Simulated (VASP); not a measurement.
VASP runs on GePt3 (space group Fm-3m) share one base input (PBE GGA, plane waves, VASP's PBE PAW potentials (set 64)) and change the settings named in each case.

INCAR:
```
! general
SYSTEM  = GePt3
PREC    = Accurate
ENCUT   = 300
LREAL   = F
LASPH   = T

! electronic loop
EDIFF   = 1E-6
NELM    = 100
ALGO    = Normal
LMAXMIX = 6

! smearing
ISMEAR  = -1
SIGMA   = 0.1

! functional
GGA     = PE

! ions
ISIF    = 2

! output
LWAVE   = F
LCHARG  = F
```

**KPOINTS**
```
Automatic mesh
0
Gamma
6 6 6
0 0 0
```

### POSCAR
```
GePt3
4.6081980
  0.0000000000   0.7071067693   0.7071067693
  0.7071067693   0.0000000000   0.7071067693
  0.7071067693   0.7071067693   0.0000000000
Ge Pt
1 3
direct
  0.0000000000   0.0000000000   0.0000000000
  0.5000000000   0.5000000000   0.5000000000
  0.2500000000   0.2500000000   0.2500000000
  0.7500000000   0.7500000000   0.7500000000
```

POTCAR, in this order: Ge_d Pt (PBE.64 set). Program: vasp_std.

| change | E(σ→0) (eV/atom) | pressure (GPa) | −TS (eV) |
|---|---|---|---|
| base run | -5.7209 | -14.35 | -0.0963 |
| GGA removed, POTCAR Ge_d Pt (LDA.64 set) | -6.8137 | -24.53 | -0.0995 |
| GGA_COMPAT = .FALSE., LNONCOLLINEAR = .TRUE., LSORBIT = .TRUE., MAGMOM = 0.0 0.0 0.0 0.0 0.0 0.0 0.0 0.0 0.0 0.0 0.0 0.0, program vasp_ncl | -5.9894 | -13.83 | -0.1116 |
| KPOINTS 2×2×2 Γ-centred mesh | -5.6384 | -16.90 | -0.2574 |
 Energies of different potentials or functionals have different zeros.  Unless said otherwise, spin-orbit coupling is left out, though it shifts the bands of the heavy elements here. At 300 eV the pressure can carry a Pulay error.

Left out are runs that ran out of time, are held back, or changed the cell or the kind of run, fixed moments of cells without a moment, rows past the twelfth, gaps on odd meshes, pressures of charged cells and columns that move by less than the noise.

The structure was generated: GePt3 was put into an ordered model structure, which need not be its known phase. The cell was not relaxed at this level.
